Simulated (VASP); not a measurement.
```yaml
crystal:
  lattice:
    - [0.00000, 2.28590, 2.28590]
    - [2.28590, 0.00000, 2.28590]
    - [2.28590, 2.28590, 0.00000]
  atoms:
    - { symbol: Na, position: [0.00000, 0.00000, 0.00000] }
    - { symbol: F, position: [0.50000, 0.50000, 0.50000] }
```

Level of theory: PBEsol GGA, VASP's PBE PAW potentials (set 64) (plane waves; VASP). Settings: 400 eV cut-off, 10×10×10 Γ-centred mesh, Gaussian smearing of 0.010 eV, potentials Na_pv F.

At this cut-off the stress carries a Pulay error, which pulls relaxed volumes low.

### Question
Give the stress tensor in GPa (positive for a compressed cell).

### Answer

```
-5.79   0.00   0.00
 0.00  -5.79   0.00
 0.00   0.00  -5.79
```
The pressure is its mean diagonal, -5.79 GPa.

The structure comes from a computed database's NaF entry; how it stands against other phases isn't given here. The cell was not relaxed at this level.
